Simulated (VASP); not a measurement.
Set up this calculation in VASP 6.6.1, as the native input.

| Property | Result |
| --- | --- |
| Task | single point |
| Functional | PBE |
| Potentials or basis | VASP PAW PBE potentials, release 64 (Ag, B) |
| Cutoff | 520 eV |
| k mesh | 3 × 3 × 4 |
| Occupations | gaussian, width 0.05 eV |
| Spin | no spin polarisation |
| Dipole correction | no |
| Further INCAR settings | ALGO = Fast; EDIFF = 1e-06; NBANDS = 46 |

The structure of AgB2 lies in POSCAR:

```
AgB2
1.0
    6.0417356077     -0.0000000001      0.0000000000
   -3.0208678038      5.2322965193      0.0000000000
    0.0000000000      0.0000000000      4.0627521784
Ag B
4 8
Direct
    0.0100324333      0.0385966276      0.0278360567
   -0.0039053548      0.5028442081      0.0704736561
    0.4747838657     -0.0144492958     -0.0473784744
    0.5421882899      0.5173305813     -0.0590026144
    0.1210673426      0.2700286566      0.4950597309
    0.3035501971      0.1242861519      0.4710846037
    0.1529029099      0.7982749037      0.5198146250
    0.3049649574      0.5839565836      0.5229888279
    0.6246966952      0.2820428840      0.4881442217
    0.8006272317      0.1159322676      0.5510107193
    0.6527981595      0.7948192509      0.5042079630
    0.8088972764      0.5883913476      0.5282313333
```

One way to write it, as run:

INCAR

```
PREC     = Accurate       # precision mode
ENCUT    = 520            # plane-wave cutoff, eV
EDIFF    = 1E-6           # SCF threshold, eV
ISMEAR   = 0              # smearing method
SIGMA    = 0.05           # smearing width, eV
LREAL    = F              # projectors in reciprocal space
LASPH    = T              # aspherical terms in the spheres
NELM     = 100            # most SCF steps
ALGO     = Fast           # electronic algorithm
ISIF     = 2              # what is computed and relaxed
LWAVE    = F              # write WAVECAR
LCHARG   = F              # write CHGCAR
GGA      = PE             # functional
NBANDS   = 46             # bands
```

KPOINTS

```
regular mesh
0
Gamma
  3 3 4
```

Potentials or basis: VASP PAW PBE potentials, release 64 (Ag, B).

Launch:

```sh
$ cat potpaw_PBE.64/Ag/POTCAR potpaw_PBE.64/B/POTCAR > POTCAR
$ mpirun -np 1 vasp_std > vasp.out
```

Results of the run:

| Item | Value |
| --- | --- |
| Pressure | 4.8 GPa |
| Largest force | 2.293 eV/Å |
| Band gap on the k mesh | none (metal or under the smearing width) |

Caveat: the k mesh is coarse (spacing up to 0.40 Å⁻¹), so the values aren't converged; forces of over 1 eV/Å show positions far from the minimum, so gaps and moduli don't describe the material at rest.

Run time: 99 s on 1 thread of Intel(R) Xeon(R) Platinum 8375C CPU @ 2.90GHz (Ice Lake) (shared host), peak memory 0.29 GiB.
